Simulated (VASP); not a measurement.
Data:

```xyz
2
Lattice="0.0000 1.7867 1.7867 1.7867 0.0000 1.7867 1.7867 1.7867 0.0000" Properties=species:S:1:pos:R:3 pbc="T T T"
C      0.0000     0.0000     0.0000
C      0.8934     0.8934     0.8934
```

All values below come from PBE GGA, VASP's PBE PAW potentials (set 64) (plane waves; VASP). Settings: 520 eV cut-off, Gaussian smearing of 0.050 eV, potentials C.

Q: Give the energies of bands 2 to 7 at the high-symmetry points, in eV from the valence-band maximum.

A: 
```tsv
band	Γ	X	U	L	W
2	0.00	-12.72	-11.70	-13.31	-11.94
3	0.00	-6.26	-9.26	-2.79	-8.27
4	0.00	-6.26	-5.33	-2.79	-8.27
5	5.57	4.75	5.66	8.44	10.60
6	5.57	4.75	10.70	8.44	10.60
7	5.57	16.72	14.30	8.77	12.25
```

The gap is indirect, 4.12 eV, from the valence maximum at Γ to the conduction minimum at Γ-X at 0.71.

The compound is C in the diamond structure. It was relaxed first.
